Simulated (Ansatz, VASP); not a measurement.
# Cross-check of KBaCeBiO6 between VASP and Ansatz

Wanted: the spread between two codes on one cell, functional and k mesh. The cell is taken from a series of runs on this material, whose earlier steps may have relaxed, scaled, displaced or heated it; both programs get it as it stands.

Method: plane waves, with VASP 6.6.1 beside it; HSE06 form with 40 % exact exchange, screening 0.2078 1/A with an exact-exchange share of 0.4, in Ansatz 0.2.0.

In doubt: one-shot GW on d or f shells is unsure, so the values of those runs are not to be relied on.

## 1. The structure

It takes space group F-43m (No. 216, cubic). Conventional cell: a = 8.728 Å, b = 8.728 Å, c = 8.728 Å, α = 90.00°, β = 90.00°, γ = 90.00°. Nearest to K lie 12 O at 3.09 Å. Nearest to Ba lie 12 O at 3.09 Å. Nearest to Ce lie 6 O at 2.22 Å. Nearest to Bi lie 6 O at 2.14 Å. Nearest to O lie 1 Bi at 2.14 Å and 1 Ce at 2.22 Å and 2 Ba at 3.09 Å and 2 K at 3.09 Å. Farther neighbours and most contacts between anions are not listed.

## 2. Ansatz: G0W0 gap, HSE06 form with 40 % exact exchange, screening 0.2078 1/A with an exact-exchange share of 0.4

Ansatz runs on its PAW soft_1 files.

Quasiparticle shifts depend on high empty states and on the cores, so they are the hardest test of two PAW sets.

File input.yaml:

```yaml
crystal:
  lattice:
    - [0.0, 4.3639834, 4.3639834]
    - [4.3639834, 0.0, 4.3639834]
    - [4.3639834, 4.3639834, 0.0]
  atoms:
    - { symbol: K, position: [0.75, 0.75, 0.75] }
    - { symbol: Ba, position: [0.25, 0.25, 0.25] }
    - { symbol: Ce, position: [0.5, 0.5, 0.5] }
    - { symbol: Bi, position: [0.0, 0.0, 0.0] }
    - { symbol: O, position: [0.75466446, 0.24533554, 0.24533554] }
    - { symbol: O, position: [0.24533554, 0.75466446, 0.75466446] }
    - { symbol: O, position: [0.75466446, 0.75466446, 0.24533554] }
    - { symbol: O, position: [0.24533554, 0.24533554, 0.75466446] }
    - { symbol: O, position: [0.24533554, 0.75466446, 0.24533554] }
    - { symbol: O, position: [0.75466446, 0.24533554, 0.75466446] }
kpoints:
  mp_grid: { grid: [2, 2, 2] }
hamiltonian:
  xc:
    exchange: pbe
    correlation: pbe
    exx: { coeff: 0.4, omega: 0.2078 }
  pseudopotentials: { kind: paw, azcp: { folder: soft_1 } }
scf:
  occupations: { method: fixed }
gw:
  n_empty_bands: 693
  ecut_chi: 150.0
  qp_bands: [v3, c3]
  qp_kpoints: band_edges
  screening: { model: contour_deformation }
```

Command:

```console
$ ansatz run input.yaml --threads 2 --pin off --max-ram 92160MiB --backend cuda --events-out ev --progress --plain --runs-dir out --devices 1 --max-vram 13GiB
```

Numbers of over 12 decimals in the logs are rounded to 6 here.

Log:

```text
exact exchange: scf.exx.singularity resolves to wigner_seitz, which cuts the screened interaction at the faces of the exchange supercell's Wigner-Seitz cell, so that each pair interacts once, at the shortest of its separations (the periodic images that this leaves out come, for a point-like exchange hole, to about 0.002 eV on a filled level). The cut falls within the interaction's reach, and what an exchange supercel [...]
GPUs: using 1 of 1 available (devices: 1).
Engine: ansatz 0.2.0, x86_64-unknown-linux-gnu
Pseudopotentials: kind: paw
Pseudopotential: K, paw, valence charge 9, recommended cutoff 420 eV (normal), soft_1/K.paw.azcp
Pseudopotential: Ba, paw, valence charge 10, recommended cutoff 420 eV (normal), soft_1/Ba.paw.azcp
Pseudopotential: Ce, paw, valence charge 12, recommended cutoff 420 eV (normal), soft_1/Ce.paw.azcp
Pseudopotential: Bi, paw, valence charge 15, recommended cutoff 420 eV (normal), soft_1/Bi.paw.azcp
Pseudopotential: O, paw, valence charge 6, recommended cutoff 420 eV (normal), soft_1/O.paw.azcp
Functional definition: unnamed
  parameter a_1 = 0.4
  parameter omega_1 = 0.2078/angstrom
  exchange = pbe_x + (-a_1)*pbe_x_sr(omega_1) + a_1*exact_x_sr(omega_1)
  correlation = pbe_c
davidson cushion auto → on  (no smearing: the cushion is to keep the highest requested band from converging to the state above it; pin scf.eigensolver.cushion to override)
device memory: the entry about to start is reckoned to put 2.5 GiB on a device that reports 53.5 GiB free (of which the cap on the GPU budget leaves the run 13.0 GiB)
GPU FFT provider: cuFFT
GPU libraries: cuBLAS 13.8.2, cuFFT 12.4.0, cuSOLVER 12.3.4
Crystal: 10 atoms, lattice volume = 166.218 Å³
Basis set: ecut = 420 eV, 3287 PW (Γ)
Bands: 51, of which v1, the nominal top of the filled ones, is band 41 counted from 1 (40 counted from 0)
Symmetry: 24 space group operations
Space group: F-43m (ITA 216), of the structure as read, at distance tolerance 5.5e-5 Å
k-points: 3 of 8
Non-local potential: K, projectors of the file, l = 0: 3, l = 1: 2, l = 2: 2
Non-local potential: Ba, projectors of the file, l = 0: 3, l = 1: 2, l = 2: 2, l = 3: 2
Non-local potential: Ce, projectors of the file, l = 0: 3, l = 1: 2, l = 2: 2, l = 3: 3
Non-local potential: Bi, projectors of the file, l = 0: 2, l = 1: 2, l = 2: 2, l = 3: 1
Non-local potential: O, projectors of the file, l = 0: 2, l = 1: 2, l = 2: 1
PAW form: soft (Blöchl's): semilocal exchange-correlation on the pseudo side does not see the compensation charge
PAW frozen core: K, regenerated for the run's functional, and the local potential with it (the file was generated under x = pbe(κ = 0.804, μ = 0.219515), c = pbe(β = 0.066725))
PAW frozen core: Ba, regenerated for the run's functional, and the local potential with it (the file was generated under x = pbe(κ = 0.804, μ = 0.219515), c = pbe(β = 0.066725))
PAW frozen core: Ce, regenerated for the run's functional, and the local potential with it (the file was generated under x = pbe(κ = 0.804, μ = 0.219515), c = pbe(β = 0.066725))
PAW frozen core: Bi, regenerated for the run's functional, and the local potential with it (the file was generated under x = pbe(κ = 0.804, μ = 0.219515), c = pbe(β = 0.066725))
PAW frozen core: O, regenerated for the run's functional, and the local potential with it (the file was generated under x = pbe(κ = 0.804, μ = 0.219515), c = pbe(β = 0.066725))
PAW one-centre angular grid: K, 110 points (default); XC on 64 Gauss nodes
PAW one-centre angular grid: Ba, 194 points (default); XC on 64 Gauss nodes
PAW one-centre angular grid: Ce, 590 points (default); XC on 64 Gauss nodes
PAW one-centre angular grid: Bi, 590 points (default); XC on 64 Gauss nodes
PAW one-centre angular grid: O, 110 points (default); XC on 96 Gauss nodes
Initial density: superposition of atomic densities (chi_scale 0.1, normalization cell, long waves kept (reshape's long-wave potential 0.01 eV rms))
Initial wavefunctions: pseudopotential atomic-orbital guess
GPU buffer pool allocated for 91125 grid points (all kernels)
[...]
Frozen-core exchange: fock
SCF iter   1: F=—  HF=-29891.738732 eV  |F-HF|=—  |Δ(HF+E_count)|=         —  Δρ=3.85e-4  dr2=4.51e-4  ethr=5.73e-6  ⟨swp⟩=4.7  Hψ=378  notcnv=0
preconditioner: auto → none  [insulator: Δε(μ)=3.776 eV  Ē_g=16.312 eV  n_scr=50 (ndim 8)  ℏωp=25.1 eV  f_vac=0.022]
SCF iter   2: F=—  HF=-29891.738682 eV  |F-HF|=—  |Δ(HF+E_count)|=   4.98e-5  Δρ=2.32e-4  dr2=1.35e-4  ethr=5.13e-7  ⟨swp⟩=4.0  Hψ=458  notcnv=0
iter 3 solved again at ethr=7.07e-9 eV; its pass at ethr=1.28e-7 eV (dr2=5.80e-6 eV) is discarded
SCF iter   3: F=—  HF=-29891.738656 eV  |F-HF|=—  |Δ(HF+E_count)|=   2.56e-5  Δρ=5.28e-5  dr2=1.71e-5  ethr=7.07e-9  ⟨swp⟩=3.3  Hψ=742  notcnv=0
SCF iter   4: F=—  HF=-29891.738716 eV  |F-HF|=—  |Δ(HF+E_count)|=   6.00e-5  Δρ=7.91e-5  dr2=1.62e-5  ethr=6.89e-9  ⟨swp⟩=7.0  Hψ=557  notcnv=0  defer=2
SCF iter   5: F=—  HF=-29891.738712 eV  |F-HF|=—  |Δ(HF+E_count)|=   3.98e-6  Δρ=1.11e-5  dr2=9.88e-7  ethr=6.89e-9  ⟨swp⟩=4.0  Hψ=434  notcnv=0
SCF iter   6: F=—  HF=-29891.738717 eV  |F-HF|=—  |Δ(HF+E_count)|=   4.28e-6  Δρ=3.05e-5  dr2=2.30e-6  ethr=2.39e-10  ⟨swp⟩=7.7  Hψ=577  notcnv=0  defer=2
[...]
Frozen-core exchange: fock
SCF iter   1: F=—  HF=-29891.738715 eV  |F-HF|=—  |Δ(HF+E_count)|=         —  Δρ=1.00e-5  dr2=1.42e-7  ethr=9.98e-9  ⟨swp⟩=7.7  Hψ=363  notcnv=0
preconditioner: auto → none  [insulator: Δε(μ)=3.778 eV  Ē_g=16.327 eV  n_scr=50 (ndim 8)  ℏωp=25.1 eV  f_vac=0.022]
SCF iter   2: F=—  HF=-29891.738715 eV  |F-HF|=—  |Δ(HF+E_count)|=   9.18e-9  Δρ=5.89e-6  dr2=1.17e-7  ethr=1.39e-10  ⟨swp⟩=5.0  Hψ=531  notcnv=0
iter 3 solved again at ethr=9.81e-12 eV; its pass at ethr=1.08e-10 eV (dr2=8.05e-9 eV) is discarded
SCF iter   3: F=-29891.738715 eV  HF=-29891.738715 eV  |F-HF|=7.99e-9  |Δ(HF+E_count)|=   2.11e-8  Δρ=1.87e-6  dr2=1.51e-8  ethr=9.81e-12  ⟨swp⟩=2.7  Hψ=718  notcnv=0
SCF 4 converged in 3 iterations: F = -29891.738715 eV  dr2 = 1.51e-8
hybrid outer 3: dexx = +4.258e-8 eV, tail = 3.37e-8 eV, Δε = 4.16e-4 eV (about 9.72e-5 eV left of the loop's levels)
the search or the solves at the SCF's close seem to have found levels that the self-consistency loop had missed (the run counts 1). By its estimate they hold under 1e-12 electrons; where the run keeps them, the occupations were computed again with them
device memory: the entry about to start is reckoned to put 4.0 GiB on a device that reports 52.5 GiB free (of which the cap on the GPU budget leaves the run 13.0 GiB)
NSCF: frozen V_eff on 3 k-points
Exchange-term sweep: 0 of 3 (spin, k) points
Exchange-term sweep: 1 of 3 (spin, k) points
Exchange-term sweep: 2 of 3 (spin, k) points
Exchange-term sweep: 3 of 3 (spin, k) points
G₀W₀ screening: q 1/3
[... further progress lines ...]
device memory: the entry about to start is reckoned to put 1.1 GiB on a device that reports 53.5 GiB free (of which the cap on the GPU budget leaves the run 13.0 GiB)
NSCF: frozen V_eff on 1 k-points
device memory: the entry about to start is reckoned to put 1.1 GiB on a device that reports 53.6 GiB free (of which the cap on the GPU budget leaves the run 13.0 GiB)
NSCF: frozen V_eff on 1 k-points
hybrid SCF converged: 3 outer / 18 inner (+10 warm-up), last move |dexx| = 4.26e-8 eV, tail = 3.37e-8 eV
Stability not checked: this state was not tested for a lower state beside it, because the functional holds exact exchange (a hybrid, or Hartree-Fock), whose exchange loop this test does not read (fock_operator; see scf.lower_state_search)
Free energy (F): -29891.738715 eV
Frozen-core exchange: fock
Harris-Foulkes:  -29891.738715 eV  (|F-HF|=7.99e-9)
Internal energy: -29891.738715 eV  (E = F + TS)
E sigma→0 (E₀):  -29891.738715 eV
Fermi energy:    5.792969 eV
--- Per-component energies (eV) ---
  E_band       = -486.579358
  E_kinetic    = 1926.879028
  E_local      = -4734.160645  (includes V_loc(G=0)·N_el)
  E_nonlocal   = 899.678039
  E_hartree    = 1754.343094
  E_xc         = -726.312829
  E_vxc        = -774.864374  (∫ρ·V_xc dr)
  E_exx        = -350.634297  (= α·E_x^exact, valence–valence)
  E_paw        = -23193.047797  (= ΣΔE_a)
  E_vpaw       = -611.534361  (= ΣTr[D̂ρ^β])
  E_aug_tail   = 0.004726  (compensation charges beyond the density's cutoff)
  E_ewald      = -5467.771251
  E_core_change = -0.716784  (= ΣΔE_core)
  E_smearing   = -0.000000  (= −TS)
  E_closure    = -0.000000  (closes the sum)
  Σ components = -29891.738715   (vs F -29891.738715, Δ=-3.64e-12)
--- Band table (eV) ---
  k-point 0: bands = [... 37 lower, 4.9082, 5.7930, 5.7930, 5.7930, 10.3433, 11.3106, 11.4784, 11.4784, ... 1 higher]
  k-point 1: bands = [... 37 lower, 5.1786, 5.3424, 5.7670, 5.7670, 10.2178, 11.3109, 11.4456, 11.4456, ... 1 higher]
  k-point 2: bands = [... 37 lower, 4.9351, 5.0340, 5.0340, 5.7669, 9.5715, 11.3125, 11.3719, 11.3815, ... 1 higher]
  guard bands above this table: 5 of the run's 51 bands. The solve was not asked for them (output.publish_guard_bands: true or output.eigenvalues: true publishes all)
--- G₀W₀: contour deformation, 6 samples at zero and on the imaginary axis and 1 off it, 8 q-points, 693 empty bands' worth ---
  eigenvalues of the whole cell's RPA ε∞ on this k-mesh (on a slab, of 1 + 4πα/V) = 3.6735, 3.6735, 3.6735; static W/v taken at q = 0 is 0.272217
  gw.qp_kpoints: band_edges: 3 of 3 stored k-points solved, in 1 pass; an edge of the gap read off the rows below is read off those points alone
    ik  band        ε_KS         Σx   Σc(E_QP)       V_xc       Z   E_QP_lin       E_QP  E_QP is
     0    39      5.7930   -25.9453     4.2289   -22.3401  0.7662     6.4118     6.4166  root
     0    40      5.7930   -25.9453     4.2289   -22.3401  0.7662     6.4118     6.4166  root
     0    41      5.7930   -25.9453     4.2289   -22.3401  0.7662     6.4118     6.4166  root
     0    42     10.3433   -16.1644    -3.2055   -20.0074  0.8102    10.9838    10.9808  root
     0    43     11.3106   -21.8962    -9.6299   -32.1879  0.6722    11.9851    11.9723  root
     0    44     11.4784   -22.7730    -9.4501   -32.9330  0.6707    12.2031    12.1883  root
     1    39      5.3424   -25.5880     4.2616   -21.9409  0.7618     5.9517     5.9567  root
     1    40      5.7670   -26.1471     2.9952   -23.7091  0.7762     6.3210     6.3242  root
     1    41      5.7670   -26.1471     2.9952   -23.7091  0.7762     6.3210     6.3242  root
     1    42     10.2178   -20.8084    -5.7589   -27.4871  0.7521    11.1503    11.1376  root
     1    43     11.3109   -21.8752    -9.6228   -32.1600  0.6724    11.9857    11.9729  root
     1    44     11.4456   -22.6554    -9.4412   -32.8080  0.6723    12.1718    12.1571  root
     2    39      5.0340   -25.2266     3.7998   -21.9900  0.7670     5.5931     5.5971  root
     2    40      5.0340   -25.2266     3.7998   -21.9900  0.7670     5.5931     5.5971  root
     2    41      5.7669   -25.8648     4.2159   -22.2671  0.7664     6.3803     6.3850  root
     2    42      9.5715   -16.5935    -3.1020   -20.3603  0.8138    10.2391    10.2363  root
     2    43     11.3125   -21.8821    -9.6239   -32.1682  0.6724    11.9876    11.9747  root
     2    44     11.3719   -22.7859    -8.8692   -32.4249  0.6850    12.1576    12.1416  root
```

In the SCF lines HF is the Harris–Foulkes energy and dr2 the Hartree energy of the density residual, in eV; the loop may stop once dr2 is under the threshold and the program's other checks hold. Hψ counts applications of the Hamiltonian.

(Continued in part 2 of 2.)

[Lines on the potential files, build, host, timing and source positions are cut from VASP's logs without a mark.]

[Logs are printed without paths, hosts, clocks, repeated set-up lines and the standing remarks that a program may print on its own settings, such as how far it seeks lower states.]

[Hosts, paths, dates, database ids (printed as entryN), source tags and the programs' standing remarks are cut or masked in the printed files.]
